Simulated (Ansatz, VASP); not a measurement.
**Cross-check of Si2W between VASP and Ansatz**

Aim: how closely do two programs agree when they are given the same cell, functional and k mesh? The cell is taken from a series of runs on this material, whose earlier steps may have relaxed, scaled, displaced or heated it; both programs get it as it stands.

Method: plane waves, with VASP 6.6.1 beside it; zone-centre phonons at PBEsol, in Ansatz 0.2.0.

### 1. The structure

Symmetry: I4/mmm, No. 139, tetragonal system. The conventional cell has a = 3.226 Å, b = 3.226 Å, c = 7.503 Å, α = 90.00°, β = 90.00°, γ = 90.00°. Si has 5 Si at 2.49 to 2.61 Å and 5 W at 2.51 to 2.60 Å nearest. Nearest to W lie 10 Si at 2.51 to 2.60 Å. Farther neighbours are not listed.

Structure file:

```xyz
3
Lattice="-1.6131 1.6131 3.7516 1.6131 -1.6131 3.7516 1.6131 1.6131 -3.7516" Properties=species:S:1:pos:R:3 pbc="T T T"
Si    0.0000    0.0000    2.5082
Si    0.0000    0.0000    4.9951
W     0.0000    0.0000    0.0000
```

### 2. VASP: zone-centre phonons, PBEsol

Second derivatives magnify differences that forces hide, and they need a tight electronic threshold.

Lines of VASP's logs that name or quote its potential files are left out, and so is its time.

The input, INCAR:

```
SYSTEM = Si2W
PREC = Accurate
ENCUT = 600
EDIFF = 1E-08
NELM = 120
ISMEAR = 1
SIGMA = 0.2
LREAL = .FALSE.
ALGO = Normal
GGA = PS
NBANDS = 13
LASPH = .TRUE.
LORBIT = 11
LWAVE = .FALSE.
LCHARG = .FALSE.
ISIF = 2
IBRION = 8
GGA_COMPAT = .FALSE.
KPAR = 2
```

The input, POSCAR:

```
Si2W
1.0
   -1.6131050052      1.6131050052      3.7516400023
    1.6131050052     -1.6131050052      3.7516400023
    1.6131050052      1.6131050052     -3.7516400023
Si W
2 1
Direct
    0.3342785415      0.3342785415      0.0000000000
    0.6657214585      0.6657214585      0.0000000000
    0.0000000000      0.0000000000      0.0000000000
```

The input, KPOINTS:

```
Automatic mesh
0
Gamma
20 20 20
0 0 0
```

The projector-augmented-wave data sets are Si and W (PBE family, release 64).

Started as:

```
> mpirun -np 2 vasp_std
```

Numbers of over 12 decimals in the logs are rounded to 6 here.

What it wrote:

```text
[banner, memory and clock lines left out]
running    2 mpi-ranks, on    1 nodes
 distrk:  each k-point on    1 cores,    2 groups
 distr:  one band on    1 cores,    1 groups

 POSCAR found type information on POSCAR SiW
 POSCAR found :  2 types and       3 ions
|                                                                             |
|               ----> ADVICE to this user running VASP <----                  |
|                                                                             |
|     You enforced a specific xc type in the INCAR file but a different       |
|     [... a line on the potential file left out ...]
|     I HOPE YOU KNOW WHAT YOU ARE DOING!                                     |
|                                                                             |

 LDA part: xc-table for (Slater+PW92), standard interpolation
 POSCAR, INCAR and KPOINTS ok, starting setup
 FFT: planning ... GRIDC
 FFT: planning ... GRID_SOFT
 FFT: planning ... GRID
 WAVECAR not read
 entering main loop
       N       E                     dE             d eps       ncg     rms          rms(c)
DAV:   1     0.341978554461E+02    0.34198E+02   -0.66341E+03 16666   0.106E+03
DAV:   2    -0.246811898387E+02   -0.58879E+02   -0.53681E+02 20298   0.206E+02
DAV:   3    -0.274521952829E+02   -0.27710E+01   -0.26872E+01 22693   0.356E+01
DAV:   4    -0.274909676857E+02   -0.38772E-01   -0.38701E-01 19961   0.481E+00
DAV:   5    -0.274915450910E+02   -0.57741E-03   -0.57724E-03 23619   0.513E-01    0.280E+01
DAV:   6    -0.267503364214E+02    0.74121E+00   -0.19217E+00 25132   0.890E+00    0.121E+01
DAV:   7    -0.266274742610E+02    0.12286E+00   -0.14985E-01 18984   0.265E+00    0.548E+00
DAV:   8    -0.266055986518E+02    0.21876E-01   -0.27944E-02 21664   0.114E+00    0.519E-01
DAV:   9    -0.266055026208E+02    0.96031E-04   -0.14229E-03 19723   0.268E-01    0.275E-01
DAV:  10    -0.266054585576E+02    0.44063E-04   -0.17005E-04 20677   0.817E-02    0.256E-02
DAV:  11    -0.266054523690E+02    0.61886E-05   -0.14420E-05 21145   0.301E-02    0.155E-02
DAV:  12    -0.266054523236E+02    0.45424E-07   -0.88954E-07 20850   0.669E-03    0.327E-03
DAV:  13    -0.266054523383E+02   -0.14682E-07   -0.12352E-07 20382   0.237E-03    0.212E-03
DAV:  14    -0.266054522998E+02    0.38500E-07   -0.64648E-09 12026   0.598E-04    0.625E-04
DAV:  15    -0.266054522978E+02    0.20041E-08   -0.59518E-10 10573   0.233E-04
   1 F= -.26605452E+02 E0= -.26605874E+02  d E =0.126464E-02
 Linear response reoptimize wavefunctions to high precision
DAV:   1    -0.266054522968E+02    0.10220E-08   -0.74601E-11 12803   0.789E-05
DAV:   2    -0.266054522967E+02    0.93223E-11   -0.13988E-11  9948   0.363E-05
 Linear response DOF=           4
 Linear response progress:
  Degree of freedom:   1/  4
       N       E                     dE             d eps       ncg     rms          rms(c)
RMM:   1    -0.184229146540E-01   -0.18423E-01    0.15708E-02136710   0.911E-01
RMM:   3    -0.169914895643E-01   -0.69489E-04   -0.15862E-04 89083   0.643E-02    0.535E-02
RMM:   4    -0.171572782068E-01   -0.16579E-03   -0.95868E-05 88828   0.476E-02    0.125E-02
RMM:   5    -0.171426257761E-01    0.14652E-04   -0.17288E-06 92327   0.953E-03    0.122E-03
RMM:   6    -0.171482991884E-01   -0.56734E-05   -0.18784E-07 93636   0.176E-03    0.715E-04
RMM:   7    -0.171475447668E-01    0.75442E-06    0.56990E-09 94512   0.394E-04    0.658E-05
RMM:   8    -0.171480493249E-01   -0.50456E-06   -0.69981E-09 95899   0.132E-04    0.158E-05
RMM:   9    -0.171480140743E-01    0.35251E-07    0.43034E-10 98885   0.304E-05    0.228E-06
RMM:  10    -0.171480159286E-01   -0.18543E-08   -0.15924E-09 97308   0.880E-06    0.101E-06
 first order change of Fermi-energy   0.17527E-04
 force on displaced ion       1 direction 1 :  -9.022  -0.000  -0.000
 Linear response progress:
  Degree of freedom:   2/  4
       N       E                     dE             d eps       ncg     rms          rms(c)
RMM:   1    -0.251152691728E-01   -0.25115E-01    0.40080E-02 42182   0.112E+00
RMM:   2    -0.223674558176E-01    0.27478E-02   -0.11547E-03 26840   0.281E-01    0.148E-01
RMM:   3    -0.223743993418E-01   -0.69435E-05   -0.37365E-04 27000   0.940E-02    0.856E-02
RMM:   4    -0.225015966076E-01   -0.12720E-03   -0.97848E-05 27707   0.474E-02    0.279E-02
RMM:   5    -0.225188456122E-01   -0.17249E-04   -0.26063E-06 28098   0.964E-03    0.931E-03
RMM:   6    -0.225221068091E-01   -0.32612E-05   -0.19587E-07 28680   0.269E-03    0.189E-03
RMM:   7    -0.225206309204E-01    0.14759E-05   -0.55670E-08 28519   0.106E-03    0.598E-04
RMM:   8    -0.225208113876E-01   -0.18047E-06   -0.11322E-09 29507   0.195E-04    0.153E-04
RMM:   9    -0.225210204647E-01   -0.20908E-06    0.20783E-10 29420   0.558E-05    0.120E-05
RMM:  10    -0.225209993476E-01    0.21117E-07   -0.11039E-09 30407   0.131E-05    0.493E-06
RMM:  11    -0.225209973475E-01    0.20001E-08   -0.14220E-09 27167   0.619E-06    0.597E-07
 first order change of Fermi-energy  -0.53704E+00
 force on displaced ion       1 direction 3 :   0.000   0.000 -18.795
 Linear response progress:
  Degree of freedom:   3/  4
       N       E                     dE             d eps       ncg     rms          rms(c)
RMM:   1    -0.121144162641E+00   -0.12114E+00   -0.10474E-01 59644   0.179E+00
RMM:   2    -0.119933638668E+00    0.12105E-02   -0.13946E-03 47340   0.267E-01    0.155E-01
RMM:   3    -0.119586087325E+00    0.34755E-03   -0.20302E-04 48597   0.801E-02    0.878E-02
RMM:   4    -0.119704739293E+00   -0.11865E-03   -0.24015E-04 48128   0.900E-02    0.124E-02
RMM:   5    -0.119693472036E+00    0.11267E-04   -0.79128E-06 51509   0.181E-02    0.354E-03
RMM:   6    -0.119698776029E+00   -0.53040E-05   -0.13187E-07 51259   0.226E-03    0.892E-04
RMM:   7    -0.119697922291E+00    0.85374E-06   -0.90878E-09 52453   0.595E-04    0.122E-04
RMM:   8    -0.119697859289E+00    0.63002E-07   -0.13921E-09 52812   0.151E-04    0.286E-05
RMM:   9    -0.119697615076E+00    0.24421E-06   -0.74443E-10 53814   0.497E-05    0.605E-06
RMM:  10    -0.119697572457E+00    0.42619E-07   -0.89506E-10 55422   0.189E-05    0.270E-06
RMM:  11    -0.119697597931E+00   -0.25474E-07   -0.71611E-10 54131   0.139E-05    0.268E-07
RMM:  12    -0.119697596214E+00    0.17167E-08   -0.11570E-09 37010   0.900E-06    0.794E-08
 first order change of Fermi-energy  -0.86749E-03
 force on displaced ion       3 direction 1 : -11.229   0.000  -0.000
 Linear response progress:
  Degree of freedom:   4/  4
       N       E                     dE             d eps       ncg     rms          rms(c)
RMM:   1    -0.138663650478E+00   -0.13866E+00   -0.12640E-01 32411   0.189E+00
RMM:   2    -0.134974728222E+00    0.36889E-02   -0.19356E-03 25893   0.307E-01    0.195E-01
RMM:   3    -0.134341336526E+00    0.63339E-03   -0.58543E-04 26859   0.123E-01    0.105E-01
RMM:   4    -0.134450928279E+00   -0.10959E-03   -0.34817E-04 26649   0.106E-01    0.233E-02
RMM:   5    -0.134507473104E+00   -0.56545E-04   -0.33526E-05 27332   0.344E-02    0.750E-03
RMM:   6    -0.134512845338E+00   -0.53722E-05   -0.49270E-07 29191   0.436E-03    0.145E-03
RMM:   7    -0.134507826883E+00    0.50185E-05   -0.49987E-08 28087   0.112E-03    0.238E-04
RMM:   8    -0.134508581103E+00   -0.75422E-06   -0.38913E-09 29218   0.303E-04    0.852E-05
RMM:   9    -0.134508517256E+00    0.63847E-07   -0.11847E-09 29892   0.605E-05    0.272E-05
RMM:  10    -0.134508420432E+00    0.96823E-07   -0.19579E-09 29955   0.229E-05    0.343E-06
RMM:  11    -0.134508431254E+00   -0.10822E-07   -0.44662E-09 27929   0.113E-05    0.105E-06
RMM:  12    -0.134508432284E+00   -0.10298E-08   -0.13517E-09 19185   0.911E-06    0.151E-07
 first order change of Fermi-energy   0.60470E-03
 force on displaced ion       3 direction 3 :  -0.000  -0.000 -20.228
 Linear response finished
```

From OUTCAR (step 2):

```text
ion  position               nearest neighbor table
   1  0.334  0.334  0.000-   2 2.49   3 2.51   3 2.60   3 2.60   3 2.60   3 2.60   2 2.61   2 2.61
                             2 2.61   2 2.61
   2  0.666  0.666  0.000-   1 2.49   3 2.51   3 2.60   3 2.60   3 2.60   3 2.60   1 2.61   1 2.61
                             1 2.61   1 2.61
   3  0.000  0.000  0.000-   1 2.51   2 2.51   2 2.60   1 2.60   2 2.60   2 2.60   2 2.60   1 2.60
                             1 2.60   1 2.60

  LATTYP: Found a body centered tetragonal cell.
 ALAT       =     3.2262100104
 C/A-ratio  =     2.3257258456

 Subroutine GETGRP returns: Found 16 space group operations
 (whereof 16 operations were pure point group operations)

The static configuration has the point symmetry D_4h.

 Found    641 irreducible k-points:

   k-points           NKPTS =    641   k-points in BZ     NKDIM =    641   number of bands    NBANDS=     13

   dimension x,y,z NGX =    36 NGY =   36 NGZ =   36
   dimension x,y,z NGXF=    72 NGYF=   72 NGZF=   72

   ENCUT  =  600.0 eV  44.10 Ry    6.64 a.u.   8.77  8.77  8.77*2*pi/ulx,y,z

   NELECT =      14.0000    total number of electrons

 k-points in reciprocal lattice and weights: Automatic mesh
   0.00000000  0.00000000  0.00000000       0.000
   0.05000000  0.00000000  0.00000000       0.001
   0.10000000  0.00000000  0.00000000       0.001
   0.15000000 -0.00000000  0.00000000       0.001
   0.20000000  0.00000000  0.00000000       0.001
   0.25000000  0.00000000 -0.00000000       0.001
   0.30000000 -0.00000000  0.00000000       0.001
   0.35000000 -0.00000000  0.00000000       0.001
   0.40000000  0.00000000 -0.00000000       0.001
[...]
-0.45000000 -0.45000000  0.45000000       0.000
   0.50000000  0.50000000  0.50000000       0.000

 average (electrostatic) potential at core
       1 -78.5907       2 -78.5907       3 -34.1042

  Total       -0.0423835     -0.0423835      6.1093818      0.0000000      0.0000000      0.0000000
  in kB       -1.7390066     -1.7390066    250.6694584      0.0000000      0.0000000      0.0000000
  external PRESSURE =      82.3971484 kB  Pullay stress =       0.0000000 kB

  energy-cutoff  :      600.00
  volume of cell :       39.05
      direct lattice vectors                 reciprocal lattice vectors
    -1.613105005  1.613105005  3.751640002     0.000000000  0.309961223  0.133275048
     1.613105005 -1.613105005  3.751640002     0.309961223  0.000000000  0.133275048
     1.613105005  1.613105005 -3.751640002     0.309961223  0.309961223  0.000000000

 POSITION                                       TOTAL-FORCE (eV/Angst)
 -----------------------------------------------------------------------------------
      0.00000      0.00000      2.50819        -0.000000     -0.000000      0.003994
      0.00000      0.00000      4.99509        -0.000000     -0.000000     -0.003994
      0.00000      0.00000      0.00000         0.000000      0.000000     -0.000000
 -----------------------------------------------------------------------------------
    total drift:                               -0.000000     -0.000000      0.000000

 Eigenvectors and eigenvalues of the dynamical matrix
 ----------------------------------------------------

   1 f  =   15.462650 THz    97.154697 2PiTHz  515.778493 cm-1    63.948354 meV
             X         Y         Z           dx          dy          dz
      0.000000  0.000000  2.508185     0.000000    0.000000   -0.707107
      0.000000  0.000000  4.995095    -0.000000    0.000000    0.707107
      0.000000  0.000000  0.000000    -0.000000   -0.000000   -0.000000

   2 f  =   10.719229 THz    67.350903 2PiTHz  357.554998 cm-1    44.331150 meV
             X         Y         Z           dx          dy          dz
      0.000000  0.000000  2.508185     0.000000   -0.000000   -0.618862
      0.000000  0.000000  4.995095     0.000000   -0.000000   -0.618862
      0.000000  0.000000  0.000000    -0.000000    0.000000    0.483757

   3 f  =   10.401006 THz    65.351445 2PiTHz  346.940201 cm-1    43.015083 meV
             X         Y         Z           dx          dy          dz
      0.000000  0.000000  2.508185    -0.550972   -0.443205   -0.000000
      0.000000  0.000000  4.995095     0.550972    0.443205    0.000000
      0.000000  0.000000  0.000000    -0.000000    0.000000    0.000000

   4 f  =   10.401006 THz    65.351445 2PiTHz  346.940201 cm-1    43.015083 meV
             X         Y         Z           dx          dy          dz
      0.000000  0.000000  2.508185    -0.443205    0.550972   -0.000000
      0.000000  0.000000  4.995095     0.443205   -0.550972    0.000000
      0.000000  0.000000  0.000000     0.000000    0.000000    0.000000

   5 f  =    7.984944 THz    50.170883 2PiTHz  266.349062 cm-1    33.023060 meV
             X         Y         Z           dx          dy          dz
      0.000000  0.000000  2.508185     0.115182    0.608010    0.000000
      0.000000  0.000000  4.995095     0.115182    0.608010   -0.000000
      0.000000  0.000000  0.000000    -0.090060   -0.475397    0.000000

   6 f  =    7.984944 THz    50.170883 2PiTHz  266.349062 cm-1    33.023060 meV
             X         Y         Z           dx          dy          dz
      0.000000  0.000000  2.508185    -0.608010    0.115182   -0.000000
      0.000000  0.000000  4.995095    -0.608010    0.115182    0.000000
      0.000000  0.000000  0.000000     0.475397   -0.090060    0.000000

   7 f/i=    0.000020 THz     0.000127 2PiTHz    0.000674 cm-1     0.000084 meV
             X         Y         Z           dx          dy          dz
      0.000000  0.000000  2.508185     0.000000   -0.000000    0.342068
      0.000000  0.000000  4.995095     0.000000   -0.000000    0.342068
      0.000000  0.000000  0.000000     0.000000   -0.000000    0.875203

   8 f/i=    0.000859 THz     0.005400 2PiTHz    0.028666 cm-1     0.003554 meV
             X         Y         Z           dx          dy          dz
      0.000000  0.000000  2.508185    -0.326601    0.101924    0.000000
      0.000000  0.000000  4.995095    -0.326601    0.101924    0.000000
      0.000000  0.000000  0.000000    -0.835414    0.260712    0.000000

   9 f/i=    0.000859 THz     0.005400 2PiTHz    0.028666 cm-1     0.003554 meV
             X         Y         Z           dx          dy          dz
      0.000000  0.000000  2.508185    -0.101924   -0.326601   -0.000000
      0.000000  0.000000  4.995095    -0.101924   -0.326601   -0.000000
      0.000000  0.000000  0.000000    -0.260712   -0.835414   -0.000000

 ELASTIC MODULI CONTR FROM IONIC RELAXATION (kBar)
 Direction    XX          YY          ZZ          XY          YZ          ZX
 --------------------------------------------------------------------------------
 XX         -19.7505    -19.7505     -3.8370      0.0000     -0.0000     -0.0000
 YY         -19.7505    -19.7505     -3.8370      0.0000     -0.0000     -0.0000
 ZZ          -3.8370     -3.8370     -0.7454      0.0000     -0.0000     -0.0000
 XY           0.0000      0.0000      0.0000      0.0000      0.0000      0.0000
 YZ          -0.0000     -0.0000     -0.0000      0.0000    -37.3631     -0.0000
 ZX          -0.0000     -0.0000     -0.0000      0.0000     -0.0000    -15.1281
 --------------------------------------------------------------------------------
```

[end of part 1 of 2]

[Lines on the potential files, build, host, timing and source positions are cut from VASP's logs without a mark.]

[Logs are printed without paths, hosts, clocks, repeated set-up lines and the standing remarks that a program may print on its own settings, such as how far it seeks lower states.]

[Hosts, paths, dates, database ids (printed as entryN), source tags and the programs' standing remarks are cut or masked in the printed files.]
